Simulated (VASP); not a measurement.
Computed with PBEsol GGA, VASP's PBE PAW potentials (set 64) (plane waves; VASP 6.6.1).

Input for VASP

File POSCAR:
```
Ir
1
    2.7208950232    -0.0000000000     0.0000000000
   -1.3604475116     2.3563637795     0.0000000000
    0.0000000000    -0.0000000000     4.4139500840
Ir
2
Direct
  0.3333330000   0.6666670000   0.2500000000
  0.6666670000   0.3333330000   0.7500000000
```

**INCAR**
```
NEDOS = 601
PREC = Accurate
LMAXMIX = 6
LREAL = .False.
ALGO = Normal   ! blocked Davidson
GGA = PS   ! PBEsol
LWAVE = .False.
LORBIT = 11   ! lm-projected
LCHARG = .True.
ISIF = 2   ! forces and stress, cell fixed
NELM = 100   ! most electronic steps
ENCUT = 400   ! plane-wave cut-off (eV)
LASPH = .True.
EDIFF = 1E-7   ! SCF stop (eV)
SYSTEM = Ir
ISMEAR = -5
```

KPOINTS:
```
Automatic
0
Gamma
  17 17 9
0 0 0
```

POTCAR, in this order: Ir (PBE.64 set). Program: vasp_std.

Output

**OSZICAR**
```
       N       E                     dE             d eps       ncg     rms          rms(c)
DAV:   1     0.129195713962E+03    0.12920E+03   -0.73581E+03  4290   0.113E+03
DAV:   2    -0.156383967217E+02   -0.14483E+03   -0.13441E+03  4390   0.346E+02
DAV:   3    -0.206401606155E+02   -0.50018E+01   -0.47420E+01  5265   0.698E+01
DAV:   4    -0.207196480185E+02   -0.79487E-01   -0.79172E-01  4613   0.835E+00
DAV:   5    -0.207212278255E+02   -0.15798E-02   -0.15806E-02  5274   0.114E+00    0.228E+01
DAV:   6    -0.196901635745E+02    0.10311E+01   -0.16703E+00  5010   0.177E+01    0.919E+00
DAV:   7    -0.194979532956E+02    0.19221E+00   -0.51227E-01  5324   0.931E+00    0.206E+00
DAV:   8    -0.194895933595E+02    0.83599E-02   -0.47482E-03  4580   0.706E-01    0.117E+00
DAV:   9    -0.194841013953E+02    0.54920E-02   -0.53107E-03  4865   0.109E+00    0.183E-02
DAV:  10    -0.194841025326E+02   -0.11373E-05   -0.26850E-05  6180   0.536E-02    0.207E-02
DAV:  11    -0.194841007571E+02    0.17755E-05   -0.29843E-06  4660   0.190E-02    0.369E-03
DAV:  12    -0.194841013096E+02   -0.55249E-06   -0.19013E-07  4232   0.564E-03    0.101E-03
DAV:  13    -0.194841016224E+02   -0.31283E-06   -0.15804E-08  2630   0.129E-03    0.309E-04
DAV:  14    -0.194841016446E+02   -0.22148E-07   -0.48341E-09  2375   0.877E-04
   1 F= -.19484102E+02 E0= -.19484102E+02  d E =0.000000E+00
```

OUTCAR:
```
------------------------ aborting loop because EDIFF is reached ----------------------------------------
  FORCE on cell =-STRESS in cart. coord.  units (eV):
  Direction    XX          YY          ZZ          XY          YZ          ZX
  --------------------------------------------------------------------------------------
  Total        0.0465238      0.0465238     -0.1334359      0.0000000     -0.0000000      0.0000000
  in kB        2.6339319      2.6339309     -7.5544315      0.0000000     -0.0000000      0.0000000
  external PRESSURE =      -0.7621896 kB  Pullay stress =       0.0000000 kB
  volume of cell :       28.30
      direct lattice vectors                 reciprocal lattice vectors
     2.720895023  0.000000000  0.000000000     0.367526123  0.212191345  0.000000000
    -1.360447512  2.356363780  0.000000000     0.000000000  0.424382690  0.000000000
     0.000000000  0.000000000  4.413950084     0.000000000  0.000000000  0.226554442
 POSITION                                       TOTAL-FORCE (eV/Angst)
 -----------------------------------------------------------------------------------
     -0.00000      1.57091      1.10349        -0.000000      0.000000      0.000000
      1.36045      0.78545      3.31046         0.000000     -0.000000      0.000000
 -----------------------------------------------------------------------------------
    total drift:                               -0.000025      0.000014     -0.000023
  FREE ENERGIE OF THE ION-ELECTRON SYSTEM (eV)
  ---------------------------------------------------
  free  energy   TOTEN  =       -19.4841016446 eV

  energy  without entropy=      -19.4841016446  energy(sigma->0) =      -19.48410164

 total charge

# of ion       s       p       d       tot
------------------------------------------
    1        0.667   0.745   6.972   8.384
    2        0.667   0.745   6.972   8.384
--------------------------------------------------
tot          1.335   1.491  13.943  16.769
```
(Selected blocks of OUTCAR.)

For a metal the tetrahedron method with Blöchl corrections gives inexact stress and forces.

The structure was generated: Ir was put into the hcp type (P6_3/mmc), which need not be its known phase. It was relaxed first.
